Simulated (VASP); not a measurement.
Data:

```
Sn
1.0
   -2.96389     2.96389     1.61390
    2.96389    -2.96389     1.61390
    2.96389     2.96389    -1.61390
Sn
2
Direct
  0.25000   0.75000   0.50000
  0.00000   0.00000   0.00000
```

Level of theory: PBE GGA, VASP's PBE PAW potentials (set 64) (plane waves; VASP). Settings: 520 eV cut-off, 12×12×12 Γ-centred mesh, first-order Methfessel-Paxton smearing of 0.10 eV, potentials Sn_d.

Unless said otherwise, spin-orbit coupling is left out, though it shifts the bands of the heavy elements here.

Task: Estimate the energy per atom (σ→0), band gap (on the k-mesh) with the smallest direct gap where there is one.

Result: 
The band gap (on the k-mesh) is none (metal, semimetal or under 0.01 eV). The energy per atom (σ→0) is -3806 meV/atom.

The compound is Sn in the beta structure. It was relaxed first. The start is the result of an earlier pass.
